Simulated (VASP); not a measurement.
Consider the following.

```
CELL_PARAMETERS angstrom
      4.35243     0.00000     0.00000
     -2.17621     3.76931     0.00000
      0.00000     0.00000     7.52257
ATOMIC_POSITIONS crystal
  Ba 0.00000 0.00000 0.00000
  Mg 0.66667 0.33333 0.37661
  Mg 0.33333 0.66667 0.62339
  P  0.66667 0.33333 0.72539
  P  0.33333 0.66667 0.27461
```

Computed with PBEsol GGA with spin-orbit coupling, VASP's PBE PAW potentials (set 64) (plane waves; VASP). Numerical set-up: 400 eV cut-off, 5×5×3 Γ-centred mesh, Gaussian smearing of 0.050 eV, potentials Ba_sv Mg P.

**Question.** Estimate the energy per atom (σ→0), band gap (over mesh and band path) with the smallest direct gap where there is one.

**Answer.** 
The band gap (over mesh and band path) comes out as 1.01 eV and the smallest direct gap (over mesh and band path) is 1.61 eV. The energy per atom (σ→0) comes out as -4.399 eV/atom.

Only differences to runs with the same potentials and settings are physical.

The structure comes from a computed database's BaMg2P2 entry (P-3m1); how it stands against other phases isn't given here. It was relaxed first.
